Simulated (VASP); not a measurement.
Zn2SeS (space group R3m): computed properties

Level of theory: PBEsol GGA, VASP's PBE PAW potentials (set 64) (plane waves; VASP 6.6.1).

| Item | Result |
|---|---|
| space group | R3m (160) |
| cell | a = b = 3.8876 Å, c = 19.0544 Å, α = β = 90.00°, γ = 120.00° |
| volume per atom | 20.78 Å³/atom |
| band gap (over mesh and band path) | 1.42 eV |
| smallest direct gap (over mesh and band path) | 1.42 eV |
| band-edge character | direct, Γ to Γ |
| density | 4.83 g/cm³ |

```
Zn2SSe
1.0
    1.94379     1.12225     6.35145
   -1.94379     1.12225     6.35145
    0.00000    -2.24449     6.35145
Zn Se S
2 1 1
Direct
  0.00383   0.00383   0.00383
  0.49629   0.49629   0.49629
  0.62440   0.62440   0.62440
  0.12545   0.12545   0.12545
```

The structure comes from a computed database's Zn2SeS entry (R3m); how it stands against other phases isn't given here. It was relaxed first. Symmetry was kept, so distortions that lower it aren't found.
